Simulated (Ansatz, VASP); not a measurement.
# Tb in two plane-wave programs, part 2 of 2

One calculation is typed for both programs; each brings its own data sets and cutoff. How far apart do they land?

VASP 6.6.1 and Ansatz 0.2.0.

So far: Starting point; VASP: single point, PBEsol with D3(BJ), DFT+U.

In doubt: a part-filled 4f shell, where there is one, can sit in one of many states, so energies may not be the lowest and differences between runs may mislead; derivatives with an open 4f shell can jump between states, which bears on forces and vibrations.

## (3) Ansatz: single point, PBEsol with D3(BJ), DFT+U

Level of this step: Ansatz beside VASP: Kohn-Sham DFT, plane waves, PBEsol with D3(BJ), DFT+U (Ansatz).

Ansatz runs on its default PAW (the set named soft_2) files.

The same cell, functional, mesh and smearing now go to Ansatz, which takes its cutoff from its data sets.

Contents of input.yaml:

```yaml
crystal:
  lattice:
    - [3.601, 0.0, 0.0]
    - [-1.8005, 3.118557479, 0.0]
    - [0.0, 0.0, 5.6936]
  atoms:
    - { symbol: Tb, position: [0.3333333333, 0.6666666667, 0.25], spin: 6.0 }
    - { symbol: Tb, position: [0.6666666667, 0.3333333333, 0.75], spin: 6.0 }
hamiltonian:
  xc: pbesol
  pseudopotentials: { kind: paw }
  dispersion: d3bj
  hubbard: { sites: [{ species: Tb, l: f, u_eff: 6.0 }] }
magnetization:
  spin_polarized: true
kpoints:
  mp_grid: { grid: [7, 7, 4] }
scf:
  occupations: { method: methfessel_paxton, width: 0.2 }
  n_extra_bands: 12
output:
  forces: true
  stress: true
  eigenvalues: true
  write_density: true
  write_potential: true
  elf: true
  volumetric_format: npy
```

Run with:

```console
> ansatz run input.yaml --threads 2 --pin off --max-ram 4608MiB --backend cpu --events-out ev --progress --plain --runs-dir out
```

Numbers of over 12 decimals in the logs are rounded to 6 here.

Output:

```text
Tb: projections on atomic orbitals take those of the free atom [Kr 4d10] 4f9 5s2 5p6 5d0 6s2, of charge +0.00 (hamiltonian.pseudopotentials.projection_atoms); the dataset's partial waves leave at most 4.5e-4 of an orbital's norm unspanned inside its sphere
scf.n_extra_bands = 12 over 19 filled bands (N_el = 38.0): the run solves 31 bands
Engine: ansatz 0.2.0, aarch64-unknown-linux-gnu
Pseudopotentials: kind: paw
Pseudopotential: Tb, paw, valence charge 19, recommended cutoff 420 eV (normal), Tb.paw.azcp
Functional definition: PBEsol
  exchange = pbesol_x
  correlation = pbesol_c
Crystal: 2 atoms, lattice volume = 63.939 Å³
Basis set: ecut = 420 eV, 1231 PW (Γ), exchange–correlation on 50×50×80 points (8 copies of the dense FFT grid, shifted against one another)
Bands: 31, of which v1, the nominal top of the filled ones, is band 19 counted from 1 (18 counted from 0)
Symmetry: 24 space group operations
Space group: P63/mmc (ITA 194), of the structure as read, at distance tolerance 4.0e-5 Å
Magnetic group: BNS 194.263 (UNI 1493), of the structure as read, at distance tolerance 4.0e-5 Å
k-points: 24 of 196
Non-local potential: Tb, projectors of the file, l = 0: 3, l = 1: 2, l = 2: 2, l = 3: 3
PAW form: soft (Blöchl's): semilocal exchange-correlation on the pseudo side does not see the compensation charge
PAW frozen core: Tb, regenerated for the run's functional, and the local potential with it (the file was generated under x = pbe(κ = 0.804, μ = 0.219515), c = pbe(β = 0.066725))
PAW one-centre angular grid: Tb, 590 points (default); XC on 64 Gauss nodes
Initial density: superposition of atomic densities (chi_scale 0.1, normalization cell)
Initial wavefunctions: pseudopotential atomic-orbital guess
Functional: x = pbesol(κ = 0.804, μ = 0.123457), c = pbesol(β = 0.046)
SCF iter   1: F=—  HF=-19672.653381 eV  |F-HF|=—  |Δ(HF+E_count)|=         —  Δρ=8.68e-2 (↑1.52e-2 ↓8.68e-2)  dr2=3.69e0  dr2_m=1.22e0  M=12.830 μB ∫|m|=12.830 μB  β_m=0.30  ethr=3.10e-3  ⟨swp⟩=4.9  Hψ=5739  notcnv=0  defer=13
preconditioner: auto → Kerker (q_TF=auto, 2.502 Å⁻¹)  [metal: Δε(μ)=0.033 eV  Ē_g=10.351 eV  σ=0.200 eV  W_gap=0.14  n_scr=22 (ndim 8)  ℏωp=27.1 eV  f_vac=0.000  D(μ)=3.39/eV (n_scr^D=34)]
spin=Collinear: Kerker preconditioning applied to the charge; magnetization (m = ρ↑ − ρ↓) channel mixes plain (no charge-response kernel on spin).
SCF iter   2: F=—  HF=-19673.301765 eV  |F-HF|=—  |Δ(HF+E_count)|=   6.48e-1  Δρ=6.22e-2 (↑1.58e-2 ↓6.22e-2)  dr2=1.55e0  dr2_m=8.09e-1  M=13.025 μB ∫|m|=13.025 μB  β_m=0.65  ethr=3.10e-3  ⟨swp⟩=2.3  Hψ=2747  notcnv=0  defer=1
SCF iter   3: F=—  HF=-19674.383913 eV  |F-HF|=—  |Δ(HF+E_count)|=    1.08e0  Δρ=1.12e-2 (↑1.12e-2 ↓1.00e-2)  dr2=3.01e-1  dr2_m=5.06e-3  M=13.426 μB ∫|m|=13.426 μB  β_m=0.58  ethr=3.10e-3  ⟨swp⟩=2.3  Hψ=2495  notcnv=0  defer=2
SCF iter   4: F=—  HF=-19674.199405 eV  |F-HF|=—  |Δ(HF+E_count)|=   1.85e-1  Δρ=3.29e-3 (↑2.57e-3 ↓3.29e-3)  dr2=1.86e-2  dr2_m=1.68e-3  M=13.507 μB ∫|m|=13.507 μB  β_m=0.79  ethr=7.92e-4  ⟨swp⟩=2.5  Hψ=2969  notcnv=0  defer=1
SCF iter   5: F=—  HF=-19674.212500 eV  |F-HF|=—  |Δ(HF+E_count)|=   1.31e-2  Δρ=1.31e-3 (↑1.21e-3 ↓1.31e-3)  dr2=1.13e-3  dr2_m=6.97e-4  M=13.543 μB ∫|m|=13.543 μB  β_m=0.89  ethr=4.89e-5  ⟨swp⟩=2.1  Hψ=2940  notcnv=0
SCF iter   6: F=—  HF=-19674.213501 eV  |F-HF|=—  |Δ(HF+E_count)|=   1.00e-3  Δρ=2.94e-4 (↑1.43e-4 ↓2.94e-4)  dr2=5.15e-5  dr2_m=1.75e-5  M=13.559 μB ∫|m|=13.559 μB  β_m=0.89  ethr=2.97e-6  ⟨swp⟩=2.0  Hψ=2574  notcnv=0
SCF iter   7: F=—  HF=-19674.213494 eV  |F-HF|=—  |Δ(HF+E_count)|=   7.68e-6  Δρ=6.03e-5 (↑5.98e-5 ↓6.03e-5)  dr2=8.67e-6  dr2_m=2.34e-7  M=13.557 μB ∫|m|=13.557 μB  β_m=0.94  ethr=1.36e-7  ⟨swp⟩=2.0  Hψ=2739  notcnv=0
Symmetry: 4 space group operations
k-points: 48 of 196 (time reversal used)
Initial density: handed on by an earlier stage of this run
SCF iter   1: F=—  HF=-19674.217511 eV  |F-HF|=—  |Δ(HF+E_count)|=         —  Δρ=2.33e-2 (↑3.65e-4 ↓2.33e-2)  dr2=5.42e-2  dr2_m=8.11e-2  M=13.572 μB ∫|m|=13.572 μB  ethr=2.63e-6  ⟨swp⟩=7.7  Hψ=15571  notcnv=0  defer=58
preconditioner: auto → Kerker (q_TF=auto, 2.502 Å⁻¹)  [metal: Δε(μ)=0.091 eV  Ē_g=12.196 eV  σ=0.200 eV  W_gap=0.35  n_scr=22 (ndim 8)  ℏωp=27.1 eV  f_vac=0.000  D(μ)=1.63/eV (n_scr^D=8)]
spin=Collinear: Kerker preconditioning applied to the charge; magnetization (m = ρ↑ − ρ↓) channel mixes plain (no charge-response kernel on spin).
SCF iter   2: F=—  HF=-19674.228370 eV  |F-HF|=—  |Δ(HF+E_count)|=   1.09e-2  Δρ=1.08e-3 (↑1.08e-3 ↓2.43e-4)  dr2=2.49e-4  dr2_m=1.42e-4  M=13.578 μB ∫|m|=13.578 μB  β_m=0.30  ethr=2.63e-6  ⟨swp⟩=3.7  Hψ=9691  notcnv=0
SCF iter   3: F=—  HF=-19674.228396 eV  |F-HF|=—  |Δ(HF+E_count)|=   2.54e-5  S|Δr|=    0.00e0  Δρ=7.85e-4 (↑7.85e-4 ↓1.74e-4)  dr2=1.35e-4  dr2_m=7.68e-5  M=13.579 μB ∫|m|=13.579 μB  β_m=0.65  ethr=6.55e-7  ⟨swp⟩=1.0  Hψ=3084  notcnv=0
SCF iter   4: F=—  HF=-19674.228440 eV  |F-HF|=—  |Δ(HF+E_count)|=   4.41e-5  S|Δr|=    0.00e0  Δρ=6.69e-5 (↑6.69e-5 ↓3.22e-5)  dr2=4.75e-6  dr2_m=3.91e-7  M=13.582 μB ∫|m|=13.582 μB  β_m=0.56  ethr=3.55e-7  ⟨swp⟩=2.1  Hψ=3928  notcnv=0
SCF iter   5: F=—  HF=-19674.228437 eV  |F-HF|=—  |Δ(HF+E_count)|=   2.55e-6  S|Δr|=    0.00e0  Δρ=3.21e-5 (↑3.21e-5 ↓2.14e-5)  dr2=1.21e-6  dr2_m=9.41e-8  M=13.582 μB ∫|m|=13.582 μB  β_m=0.78  ethr=1.25e-8  ⟨swp⟩=2.0  Hψ=4701  notcnv=0
SCF iter   6: F=-19674.228437 eV  HF=-19674.228438 eV  |F-HF|=2.25e-8  |Δ(HF+E_count)|=   3.10e-7  S|Δr|=    0.00e0  Δρ=6.46e-6 (↑6.46e-6 ↓5.16e-6)  dr2=8.31e-8  dr2_m=3.26e-9  M=13.583 μB ∫|m|=13.583 μB  ethr=2.63e-10  ⟨swp⟩=10.2  Hψ=23198  notcnv=0
SCF 1 converged in 6 iterations: F = -19674.228437 eV  dr2 = 8.31e-8
  greatest PAW one-centre occupation: 0.997 electrons in one spin orbital (limit 2), on the Tb atom at site 1 (counted from 0), in its partial waves of l = 0
this state was not tested for a lower state beside it, because cold or Methfessel-Paxton smearing, or corrected tetrahedra, fill the levels in a way that the test cannot read (fill_not_monotonic; see scf.lower_state_search)
SCF converged after 13 iterations (7 of them in the search for the orbital order of the open f shells)
Magnetization: 13.5825 μB (25.7913 up, 12.2087 down)
Absolute magnetization: 13.5825 μB (∫|ρ↑−ρ↓|, with the PAW one-centre terms)
Spin contamination: 0.0103 ħ² per cell (⟨S²⟩ above its minimum at these occupations)
Per-site moments (μB) at R_I (Å): [(6.476968, 1.454124), (6.476968, 1.454124)]
Free energy (F): -19674.228437 eV
Harris-Foulkes:  -19674.228438 eV  (|F-HF|=2.25e-8)
Internal energy: -19674.227960 eV  (E = F + TS)
E sigma→0 (E₀):  -19674.228318 eV
Entropy (-TS):   -0.000478 eV (-0.239 meV/atom)
Fermi energy:    12.373031 eV
--- Per-component energies (eV) ---
  E_band       = -117.998860
  E_kinetic    = 715.196349
  E_local      = -5633.691108  (includes V_loc(G=0)·N_el)
  E_nonlocal   = 1309.298466
  E_hartree    = 2251.612255
  E_xc         = -379.680518
  E_vxc        = -413.863163  (∫ρ·V_xc dr)
  E_hubbard    = 0.231243  (on-site DFT+U / exact-exchange correction)
  E_vhub       = -47.379545  (the Hubbard potential's part of the band-sum identity)
  E_paw        = -13208.102411  (= ΣΔE_a)
  E_vpaw       = -550.774950  (= ΣTr[D̂ρ^β])
  E_aug_tail   = -0.000010  (compensation charges beyond the density's cutoff)
  E_ewald      = -4729.726173
  E_disp       = -0.842324  (pairwise vdW)
  E_core_change = 1.476272  (= ΣΔE_core)
  E_smearing   = -0.000478  (= −TS)
  E_closure    = 0.000000  (closes the sum)
  Σ components = -19674.228437   (vs F -19674.228437, Δ=0.00e0)
--- Forces (eV/Å), atoms counted from 1 ---
  atom   1  Tb    -0.00023211    -0.00062715    -0.00000000
  atom   2  Tb    -0.00023211     0.00062715     0.00000000
  max |Σ_I F_I| component: 4.64e-4 eV/Å
--- Stress (GPa, compression-positive) ---
       -3.920592       0.000000       0.000000
        0.000000      -3.885047       0.000000
        0.000000       0.000000      -3.760373
  P = ⅓ Tr σ = -3.8553 GPa (-38.553 kbar)
--- Band table (eV; the first three rows and the last of 96) ---
  k-point 0 ↑: bands = [... 15 lower, 3.7193, 3.7220, 3.7406, 3.7557, 3.7780, 4.7463, 4.7499, 7.0239, ... 8 higher]
  k-point 1 ↑: bands = [... 15 lower, 3.7111, 3.7307, 3.7434, 3.7649, 3.7777, 4.7492, 4.7518, 7.4663, ... 8 higher]
  k-point 2 ↑: bands = [... 15 lower, 3.7022, 3.7412, 3.7412, 3.7751, 3.7751, 4.7528, 4.7528, 8.5617, ... 8 higher]
  k-point 47 ↓: bands = [... 15 lower, 13.8096, 14.2556, 14.2703, 14.3268, 14.3380, 14.3964, 14.4111, 14.6049, ... 8 higher]
Occupation matrices written to <dir>
```

The job ended after 54 s (2 threads of Arm Neoverse N1, shared host; peak memory 0.45 GiB).

In the SCF lines HF is the Harris–Foulkes energy and dr2 the Hartree energy of the density residual, in eV; the loop may stop once dr2 is under the threshold and the program's other checks hold. Hψ counts applications of the Hamiltonian.

The run ends at a pressure of -3.86 GPa, with forces up to 6.7e-4 eV/Å.

## (4) Side by side

Known differences besides the PAW data sets themselves: U acts on the PAW sphere in VASP and on atomic orbitals in Ansatz, so only states and trends compare; the cutoff is 420 eV in Ansatz and 450 eV in VASP; Ansatz makes its cores anew for this functional, VASP keeps those of its PBE data sets; site moments are counted in spheres of each program's own size. Total energies have different zeros and are not compared.

Both answers:

| quantity | Ansatz | VASP | difference |
| --- | --- | --- | --- |
| pressure (GPa) | -3.86 | -2.03 | -1.83 |
| total moment (μB) | 13.58 | 12.70 | +0.88 |
| moment on Tb1 (μB) | 6.48 | 5.87 | +0.61 |
| moment on Tb2 (μB) | 6.48 | 5.87 | +0.61 |

By their total or site moments the two runs ended in different magnetic states; the other differences may follow from that, so they don't measure the programs' precision. Ansatz's pressure holds a Pulay correction of 0.06 GPa; VASP's holds none.

## (5) What moves the difference

The difference is large enough to ask for its cause, so further runs change the set-up of one program at a time, as the table lists.

| run | difference in total moment (μB) |
| --- | --- |
| as above | 0.88 |
| a start from the moments at which VASP ended, with Ansatz's search for lower states switched off | 0.84 |
| cores kept as stored, as VASP does, whose cores stay as stored | 0.88 |

## (6) Summary of results

```
difference in total moment (single point, PBEsol with D3(BJ), DFT+U) : 0.88 μB
```

What this shows: The difference in total moment is 0.88 μB (single point, PBEsol with D3(BJ), DFT+U). The runs ended with unlike moments, so this pair says little about numerical agreement. For single point, PBEsol with D3(BJ), DFT+U: no further run halves the difference in total moment; only Ansatz's side was varied. In Ansatz the state reached from VASP's moments (total 13.54 μB) lies 230 meV/atom above the first one. How closely two codes agree says nothing of how well the functional describes the real material.

[Lines on the potential files, build, host, timing and source positions are cut from VASP's logs without a mark.]

[Logs are printed without paths, hosts, clocks, repeated set-up lines and the standing remarks that a program may print on its own settings, such as how far it seeks lower states.]

[Hosts, paths, dates, database ids (printed as entryN), source tags and the programs' standing remarks are cut or masked in the printed files.]
